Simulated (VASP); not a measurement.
Mg2PbN2, 5 atoms in the cell. Symmetry: P-3m1, No. 164, trigonal system. The conventional cell has a = 3.627 Å, b = 3.627 Å, c = 6.566 Å, α = 90.00°, β = 90.00°, γ = 120.00°. Pb (site symmetry -3m) has 6 N at 2.86 Å and 6 Mg at 3.16 Å as nearest neighbours. Mg (site symmetry 3m) has 4 N at 2.14 to 2.24 Å as nearest neighbours. N (site symmetry 3m) has 4 Mg at 2.14 to 2.24 Å as nearest neighbours. The cell comes from a database or a generator and needn't be the stable form of this composition.

* Program: VASP 6.6.1
* Task: single point
* Functional: RPBE
* Potentials or basis: VASP PAW PBE potentials, release 64 (Pb_d, Mg, N)
* Cutoff: 520 eV
* k mesh: 7 × 7 × 3
* Occupations: tetrahedron
* Spin: spin-orbit coupling, no magnetisation
* Further INCAR settings: PREC = High; ADDGRID = True; ALGO = Fast; EDIFF = 1e-06

Potentials or basis: VASP PAW PBE potentials, release 64 (Pb_d, Mg, N).

The run is started by

```console
$ cat potpaw_PBE.64/Pb_d/POTCAR potpaw_PBE.64/Mg/POTCAR potpaw_PBE.64/N/POTCAR > POTCAR
$ mpirun -np 1 vasp_ncl > vasp.out
```

Hardware: 1 thread of AMD EPYC 9R45 96-Core Processor (Zen 5), on a shared host.

**Question.** How long does it take, and how much memory?

**Answer.** Wall time 91 s on 1 thread of AMD EPYC 9R45 96-Core Processor (Zen 5), on a shared host, peak memory 0.28 GiB. Counts: scf iterations 16, k points 20.
